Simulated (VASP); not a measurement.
Wanted: the native input for a VASP 6.6.1 run.

| Item | Value |
| --- | --- |
| Task | core levels |
| Functional | PW91 |
| Potentials or basis | VASP PAW PBE potentials, release 64 (Pb_d_GW, Mg_GW, N_GW) |
| Cutoff | 550 eV |
| k mesh | 7 × 7 × 3 |
| Occupations | gaussian, width 0.05 eV |
| Spin | spin-orbit coupling, no magnetisation |
| Further INCAR settings | PREC = Normal; ALGO = Normal; EDIFF = 1e-07 |

The structure of Mg2PbN2 lies in POSCAR:

```
Mg2PbN2
1.0
    3.6268635271      0.0000000000      0.0000000000
   -1.8134317635      3.1409559505      0.0000000000
    0.0000000000      0.0000000000      6.5658920000
Pb Mg N
1 2 2
Cartesian
    0.0000000000      0.0000000000      3.2829460000
   -0.0000000001      2.0939706338      5.6547037718
    1.8134317637      1.0469853167      0.9111882282
   -0.0000000001      2.0939706338      1.3298885951
    1.8134317637      1.0469853167      5.2360034049
```

The cell comes from a database or a generator and needn't be the stable form of this composition.

The input as run:

INCAR

```
SYSTEM = Mg2PbN2
ALGO     = Normal         ! electronic algorithm
EDIFF    = 1E-7           ! SCF threshold, eV
ENCUT    = 550            ! plane-wave cutoff, eV
GGA      = 91             ! functional
GGA_COMPAT= .False.      
ICORELEVEL= 1            
ISIF     = 2              ! what is computed and relaxed
ISMEAR   = 0              ! smearing method
LASPH    = .True.         ! aspherical terms in the spheres
LCHARG   = .False.        ! write CHGCAR
LNONCOLLINEAR= .True.         ! non-collinear magnetism
LORBIT   = 11             ! projections on sites
LREAL    = .False.        ! projectors in reciprocal space
LSORBIT  = .True.         ! spin-orbit coupling
LWAVE    = .False.        ! write WAVECAR
MAGMOM   = 0 0 0 0 0 0 0 0 0 0 0 0 0 0 0 ! initial moments
NELM     = 80             ! most SCF steps
PREC     = Normal         ! precision mode
SIGMA    = 0.05           ! smearing width, eV
```

KPOINTS

```
k-points
0
Gamma
  7 7 3
  0 0 0
```

Potentials or basis: VASP PAW PBE potentials, release 64 (Pb_d_GW, Mg_GW, N_GW).

Run with:

```sh
$ cat potpaw_PBE.64/Pb_d_GW/POTCAR potpaw_PBE.64/Mg_GW/POTCAR potpaw_PBE.64/N_GW/POTCAR > POTCAR
$ mpirun -np 1 vasp_ncl > vasp.out
```

Results of the run:

```
Pressure                                              : -0.6 GPa
Largest force                                         : 0.092 eV/Å
Valence electrons inside the program's atomic spheres : Pb 13.95; Mg 0.41; N 3.52
```

Caveat: the PAW data sets were made with another functional, which shifts forces and pressure a little.

It took 2.1 min on 1 thread of Intel(R) Xeon(R) 6975P-C (Granite Rapids) (shared host), peak memory 0.32 GiB.
